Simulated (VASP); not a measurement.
Output of a VASP run:

OSZICAR:
```
...
DAV:   4    -0.497759175618E+00   -0.26543E-01   -0.26541E-01   535   0.462E+00
DAV:   5    -0.497929530008E+00   -0.17035E-03   -0.17035E-03   625   0.344E-01    0.644E+00
DAV:   6    -0.464438141005E-01    0.45149E+00   -0.85276E-01   611   0.112E+01    0.493E+00
DAV:   7    -0.265375903416E-01    0.19906E-01   -0.20034E-01   555   0.330E+00    0.216E+00
DAV:   8    -0.268597554930E-01   -0.32217E-03   -0.14824E-02   535   0.178E+00    0.266E-01
DAV:   9    -0.268151708080E-01    0.44585E-04   -0.23100E-03   570   0.721E-01    0.484E-02
DAV:  10    -0.268320936168E-01   -0.16923E-04   -0.23442E-04   595   0.227E-01    0.382E-02
DAV:  11    -0.268477316140E-01   -0.15638E-04   -0.52582E-05   535   0.799E-02    0.954E-03
DAV:  12    -0.268452541031E-01    0.24775E-05   -0.87139E-06   558   0.382E-02    0.357E-03
DAV:  13    -0.268447327253E-01    0.52138E-06   -0.98538E-07   315   0.816E-03
   1 F= -.26844733E-01 E0= -.26844733E-01  d E =-.268447E-01
       N       E                     dE             d eps       ncg     rms          rms(c)
DAV:   1    -0.655765498156E+01   -0.65308E+01   -0.14963E+02   540   0.169E+02    0.313E+01
DAV:   2    -0.117482968478E+01    0.53828E+01   -0.12229E+01   520   0.558E+01    0.101E+01
DAV:   3    -0.425843612997E+00    0.74899E+00   -0.13159E+00   530   0.138E+01    0.961E+00
DAV:   4    -0.231818110760E+00    0.19403E+00   -0.32002E-01   580   0.565E+00    0.301E+00
DAV:   5    -0.221895616947E+00    0.99225E-02   -0.15029E-02   520   0.123E+00    0.358E-01
DAV:   6    -0.221618715878E+00    0.27690E-03   -0.99919E-04   610   0.339E-01    0.921E-02
DAV:   7    -0.221630684386E+00   -0.11969E-04   -0.24195E-04   535   0.211E-01    0.174E-02
DAV:   8    -0.221627168307E+00    0.35161E-05   -0.12603E-05   620   0.436E-02    0.515E-03
DAV:   9    -0.221627551733E+00   -0.38343E-06   -0.84394E-07   370   0.105E-02
   2 F= -.22162755E+00 E0= -.22151125E+00  d E =-.194783E+00
       N       E                     dE             d eps       ncg     rms          rms(c)
DAV:   1    -0.700975350437E+00   -0.47935E+00   -0.94156E+00   560   0.374E+01    0.453E+00
DAV:   2    -0.277454759936E+00    0.42352E+00   -0.12341E+00   560   0.160E+01    0.133E+00
DAV:   3    -0.243372591084E+00    0.34082E-01   -0.11286E-01   535   0.325E+00    0.111E+00
DAV:   4    -0.240047574432E+00    0.33250E-02   -0.42783E-03   520   0.701E-01    0.257E-01
DAV:   5    -0.239754853693E+00    0.29272E-03   -0.48824E-04   585   0.286E-01    0.873E-02
DAV:   6    -0.239772123732E+00   -0.17270E-04   -0.12157E-04   525   0.123E-01    0.357E-02
DAV:   7    -0.239766958893E+00    0.51648E-05   -0.37069E-06   585   0.160E-02    0.288E-03
DAV:   8    -0.239767254373E+00   -0.29548E-06   -0.55976E-07   285   0.111E-02
   3 F= -.23976725E+00 E0= -.23965723E+00  d E =-.212923E+00
       N       E                     dE             d eps       ncg     rms          rms(c)
DAV:   1    -0.241303611906E+00   -0.15367E-02   -0.32236E-02   560   0.226E+00    0.292E-01
DAV:   2    -0.239929739129E+00    0.13739E-02   -0.36474E-03   545   0.862E-01    0.909E-02
DAV:   3    -0.239793789144E+00    0.13595E-03   -0.39061E-04   550   0.211E-01    0.811E-02
DAV:   4    -0.239770100278E+00    0.23689E-04   -0.17062E-05   520   0.434E-02    0.123E-02
DAV:   5    -0.239767412674E+00    0.26876E-05   -0.31627E-06   515   0.236E-02    0.288E-03
DAV:   6    -0.239767373223E+00    0.39451E-07   -0.44314E-07   270   0.881E-03
   4 F= -.23976737E+00 E0= -.23965188E+00  d E =-.212923E+00
```

### OUTCAR
```
------------------------ aborting loop because EDIFF is reached ----------------------------------------
  FORCE on cell =-STRESS in cart. coord.  units (eV):
  Direction    XX          YY          ZZ          XY          YZ          ZX
  --------------------------------------------------------------------------------------
  Total       -0.0193758     -0.0193758     -0.0193758      0.0000000     -0.0000000      0.0000000
  in kB       -0.4793192     -0.4793192     -0.4793192      0.0000000     -0.0000000      0.0000000
  external PRESSURE =      -0.4793192 kB  Pullay stress =       0.0000000 kB
  volume of cell :       64.77
      direct lattice vectors                 reciprocal lattice vectors
    -0.000000000  3.187411946  3.187411946    -0.156867078  0.156867078  0.156867078
     3.187411946 -0.000000000  3.187411946     0.156867078 -0.156867078  0.156867078
     3.187411946  3.187411946  0.000000000     0.156867078  0.156867078 -0.156867078
  FREE ENERGIE OF THE ION-ELECTRON SYSTEM (eV)
  ---------------------------------------------------
  free  energy   TOTEN  =        -0.2397673732 eV

  energy  without entropy=       -0.2395363933  energy(sigma->0) =       -0.23965188

 reached required accuracy - stopping structural energy minimisation
```
(Selected blocks of OUTCAR.)

File POSCAR:
```
CdSe
1
    0.0000000000     3.0250000000     3.0250000000
    3.0250000000     0.0000000000     3.0250000000
    3.0250000000     3.0250000000     0.0000000000
Cd Se
1 1
Direct
  0.0000000000   0.0000000000   0.0000000000
  0.2500000000   0.2500000000   0.2500000000
```

**Question.** Reconstruct the remaining input files.

**Answer.** Several could match; the one computed here: the input of the run itself, vdW-DF2, plane waves, VASP's PBE PAW potentials (set 64).

### INCAR
```
SYSTEM = CdSe
PREC = Accurate
ENCUT = 520
EDIFF = 1E-6
NELM = 100
ALGO = Normal
LREAL = .FALSE.
LASPH = .TRUE.
ISMEAR = 0
SIGMA = 0.05
GGA = ML
ZAB_VDW = -1.8867
LUSE_VDW = .TRUE.
AGGAC = 0.0
LMAXMIX = 4
LWAVE = .FALSE.
LCHARG = .FALSE.
IBRION = 2
ISIF = 3
NSW = 60
EDIFFG = -0.01
```

KPOINTS:
```
Regular mesh
0
Gamma
 7 7 7
```

POTCAR, in this order: Cd Se (PBE.64 set). Program: vasp_std.

Energy and stress use the plane-wave basis of the starting cell.

The compound is CdSe in the zinc blende structure, whereas wurtzite is the usual form. This run relaxes it. Symmetry was kept, so distortions that lower it aren't found.
